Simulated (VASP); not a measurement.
Input for VASP

POSCAR:
```
La2S3
1
    4.6554290000     0.0000000000     0.0000000000
   -2.3277140000     4.0317200000     0.0000000000
    0.0000000000     0.0000000000     7.2538630000
La S
2 3
Direct
  0.3333330000   0.6666670000   0.2467000000
  0.6666670000   0.3333330000   0.7533000000
  0.0000000000   0.0000000000   0.0000000000
  0.3333330000   0.6666670000   0.6470000000
  0.6666670000   0.3333330000   0.3530000000
```

File KPOINTS:
```
Automatic mesh
0
Gamma
4 4 3
0 0 0
```

### INCAR
```
SYSTEM = La2S3
PREC = Accurate
ENCUT = 180
EDIFF = 1E-6
NELM = 100
ALGO = Normal
LREAL = .FALSE.
LASPH = .TRUE.
ISMEAR = 0
SIGMA = 0.05
GGA = PE
LMAXMIX = 6
LWAVE = .FALSE.
LCHARG = .FALSE.
ISIF = 3
IBRION = 2
NSW = 40
EDIFFG = -0.01
```

POTCAR, in this order: La S (PBE.64 set). Program: vasp_std.

What VASP printed:

**standard output**
```
...
 search vector abs. value=  0.455E-03
 bond charge predicted
       N       E                     dE             d eps       ncg     rms          rms(c)
DAV:   1    -0.330307315083E+02   -0.50039E-03   -0.38305E-02   504   0.197E+00    0.957E-02
DAV:   2    -0.330306017987E+02    0.12971E-03   -0.23614E-03   672   0.382E-01    0.516E-02
DAV:   3    -0.330305335255E+02    0.68273E-04   -0.20056E-04   720   0.116E-01    0.335E-02
DAV:   4    -0.330305268196E+02    0.67059E-05   -0.28074E-05   744   0.416E-02    0.144E-02
DAV:   5    -0.330305278555E+02   -0.10359E-05   -0.29026E-06   472   0.168E-02    0.586E-03
DAV:   6    -0.330305288525E+02   -0.99699E-06   -0.11280E-06   400   0.943E-03
  12 F= -.33030529E+02 E0= -.33030529E+02  d E =-.298301E-03
 trial-energy change:   -0.000298  1 .order   -0.000298   -0.000341   -0.000256
 step:   4.2125(harm=  4.2125)  dis= 0.01062  next Energy=   -33.030910 (dE=-0.679E-03)
 bond charge predicted
       N       E                     dE             d eps       ncg     rms          rms(c)
DAV:   1    -0.330326762627E+02   -0.21484E-02   -0.34122E-01   504   0.589E+00    0.287E-01
DAV:   2    -0.330315568371E+02    0.11194E-02   -0.21029E-02   680   0.114E+00    0.154E-01
DAV:   3    -0.330309408362E+02    0.61600E-03   -0.17793E-03   728   0.347E-01    0.990E-02
DAV:   4    -0.330308741944E+02    0.66642E-04   -0.24917E-04   720   0.125E-01    0.424E-02
DAV:   5    -0.330308776050E+02   -0.34106E-05   -0.33698E-05   744   0.504E-02    0.178E-02
DAV:   6    -0.330308815888E+02   -0.39838E-05   -0.29136E-06   504   0.130E-02    0.307E-03
DAV:   7    -0.330308819676E+02   -0.37875E-06   -0.35906E-07   432   0.733E-03
  13 F= -.33030882E+02 E0= -.33030882E+02  d E =-.651416E-03
 curvature:  -2.97 expect dE=-0.152E-03 dE for cont linesearch -0.133E-05
 ZBRENT: interpolating
 opt :   4.0363  next Energy=   -33.030883 (dE=-0.653E-03)
 bond charge predicted
       N       E                     dE             d eps       ncg     rms          rms(c)
DAV:   1    -0.330308891352E+02   -0.75463E-05   -0.10644E-03   536   0.329E-01    0.158E-02
DAV:   2    -0.330308861693E+02    0.29659E-05   -0.63132E-05   696   0.630E-02    0.860E-03
DAV:   3    -0.330308839462E+02    0.22231E-05   -0.47429E-06   568   0.195E-02    0.526E-03
DAV:   4    -0.330308836027E+02    0.34348E-06   -0.16267E-06   464   0.105E-02
  14 F= -.33030884E+02 E0= -.33030884E+02  d E =-.653052E-03
 curvature:  -2.81 expect dE=-0.134E-03 dE for cont linesearch -0.211E-06
 trial: gam= 0.05224 g(F)=  0.125E-04 g(S)=  0.351E-04 ort =-0.585E-05 (trialstep = 0.165E+01)
 search vector abs. value=  0.482E-04
 bond charge predicted
       N       E                     dE             d eps       ncg     rms          rms(c)
DAV:   1    -0.330311873360E+02   -0.30339E-03   -0.17445E-02   568   0.941E-01    0.137E-01
DAV:   2    -0.330309310573E+02    0.25628E-03   -0.22670E-03   688   0.392E-01    0.551E-02
DAV:   3    -0.330308455423E+02    0.85515E-04   -0.22952E-04   712   0.131E-01    0.299E-02
DAV:   4    -0.330308395233E+02    0.60190E-05   -0.34244E-05   688   0.363E-02    0.217E-02
DAV:   5    -0.330308380480E+02    0.14753E-05   -0.64146E-06   712   0.142E-02    0.733E-03
DAV:   6    -0.330308369712E+02    0.10769E-05   -0.17313E-06   432   0.931E-03    0.246E-03
DAV:   7    -0.330308365960E+02    0.37520E-06   -0.34771E-07   384   0.770E-03
  15 F= -.33030837E+02 E0= -.33030837E+02  d E =0.470067E-04
 trial-energy change:    0.000047  1 .order    0.000044   -0.000078    0.000166
 step:   0.5300(harm=  0.5300)  dis= 0.00029  next Energy=   -33.030896 (dE=-0.125E-04)
 bond charge predicted
       N       E                     dE             d eps       ncg     rms          rms(c)
DAV:   1    -0.330310531591E+02   -0.21619E-03   -0.80700E-03   568   0.641E-01    0.941E-02
DAV:   2    -0.330309370331E+02    0.11613E-03   -0.10560E-03   696   0.268E-01    0.378E-02
DAV:   3    -0.330308944512E+02    0.42582E-04   -0.10868E-04   720   0.904E-02    0.204E-02
DAV:   4    -0.330308927334E+02    0.17178E-05   -0.15473E-05   672   0.251E-02    0.147E-02
DAV:   5    -0.330308943461E+02   -0.16127E-05   -0.18938E-06   480   0.968E-03    0.489E-03
DAV:   6    -0.330308950100E+02   -0.66388E-06   -0.11122E-06   408   0.104E-02
  16 F= -.33030895E+02 E0= -.33030895E+02  d E =-.114073E-04
 curvature:  -0.27 expect dE=-0.207E-05 dE for cont linesearch -0.566E-07
 trial: gam= 0.22830 g(F)=  0.438E-05 g(S)=  0.327E-05 ort =-0.318E-05 (trialstep = 0.143E+01)
 search vector abs. value=  0.872E-05
 reached required accuracy - stopping structural energy minimisation
```

### OUTCAR
```
------------------------ aborting loop because EDIFF is reached ----------------------------------------
  FORCE on cell =-STRESS in cart. coord.  units (eV):
  Direction    XX          YY          ZZ          XY          YZ          ZX
  --------------------------------------------------------------------------------------
  Total       -0.0117386     -0.0117386     -0.0079555     -0.0000000     -0.0000000      0.0000000
  in kB       -0.1499677     -0.1499677     -0.1016362     -0.0000000     -0.0000000      0.0000000
  external PRESSURE =      -0.1338572 kB  Pullay stress =       0.0000000 kB
  volume of cell :      125.41
      direct lattice vectors                 reciprocal lattice vectors
     4.570995340 -0.000000011  0.000000000     0.218770733  0.126307308 -0.000000000
    -2.285497189  3.958598299 -0.000000000     0.000000001  0.252614670 -0.000000000
     0.000000000  0.000000000  6.930671472    -0.000000000  0.000000000  0.144286164
 POSITION                                       TOTAL-FORCE (eV/Angst)
 -----------------------------------------------------------------------------------
     -0.00000      2.63907      1.62512        -0.000000      0.000000     -0.006715
      2.28550      1.31953      5.30555         0.000000     -0.000000      0.006715
      0.00000      0.00000      0.00000         0.000000     -0.000000     -0.000000
     -0.00000      2.63907      4.49048        -0.000000      0.000000      0.000599
      2.28550      1.31953      2.44019         0.000000     -0.000000     -0.000599
 -----------------------------------------------------------------------------------
    total drift:                               -0.000000      0.000000      0.000000
  FREE ENERGIE OF THE ION-ELECTRON SYSTEM (eV)
  ---------------------------------------------------
  free  energy   TOTEN  =       -33.0308950100 eV

  energy  without entropy=      -33.0308950100  energy(sigma->0) =      -33.03089501

 reached required accuracy - stopping structural energy minimisation
```
(Selected blocks of OUTCAR.)

**Question.** Read input and log: which fault does this run have?
A. POTIM is too large for the ionic optimiser
B. a hybrid functional was run with ALGO = VeryFast
C. ENCUT is too low for a cell relaxation, so Pulay stress biases the volume
D. LEPSILON was set with a meta-GGA

**Answer.** C, ENCUT is too low for a cell relaxation, so Pulay stress biases the volume. The run ends without an error. Against the sound run, the energy per atom (σ→0) falls by 0.024 eV/atom; the pressure rises by 0.03 GPa; the largest force goes up by 0.002 eV/Å; the volume decreases by 6.6 %.

To mend it, set ENCUT = 400.

The mended run (PBE GGA, plane waves, VASP's PBE PAW potentials (set 64)) converges, and its OSZICAR ends with
```
   9 F= -.32913025E+02 E0= -.32913025E+02  d E =-.179335E-03
```

The structure was generated: La2S3 was put into the A-La2O3 type (P-3m1), which need not be its known phase.
